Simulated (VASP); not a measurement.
Method: rev-vdW-DF2, VASP's PBE PAW potentials (set 64) (plane waves; VASP).

A VASP calculation is set up with these files.

**KPOINTS**
```
Automatic mesh
0
Gamma
7 7 7
0 0 0
```

### INCAR
```
AGGAC = 0.0
ALGO = Normal
EDIFF = 1E-7
ENCUT = 520
GGA = MK
ISIF = 2
ISMEAR = 0
LASPH = T
LCHARG = F
LREAL = F
LUSE_VDW = T
LWAVE = F
NELM = 100
PARAM1 = 0.1234568
PARAM2 = 0.7114
PREC = Accurate
SIGMA = 0.05
SYSTEM = Li2S
ZAB_VDW = -1.8867
```

**POSCAR**
```
Li2S
1
    0.0000000000     2.8671808898     2.8671808898
    2.8671808898     0.0000000000     2.8671808898
    2.8671808898     2.8671808898     0.0000000000
Li S
2 1
Direct
  0.2500000000   0.2500000000   0.2500000000
  0.7500000000   0.7500000000   0.7500000000
  0.0000000000   0.0000000000   0.0000000000
```

POTCAR, in this order: Li_sv S (PBE.64 set). Program: vasp_std.

What will the output report for the number of irreducible k-points (NKPTS), largest plane-wave count, number of space-group operations, FFT grid (NGX, NGY, NGZ)?

The number of irreducible k-points (NKPTS) is 20 and the largest plane-wave count is 1283. The number of space-group operations is 48. The FFT grid (NGX, NGY, NGZ) is 30 × 30 × 30.

The compound is Li2S in the antifluorite structure. This cell is one point of a volume scan, at 1.03 of the reference volume.
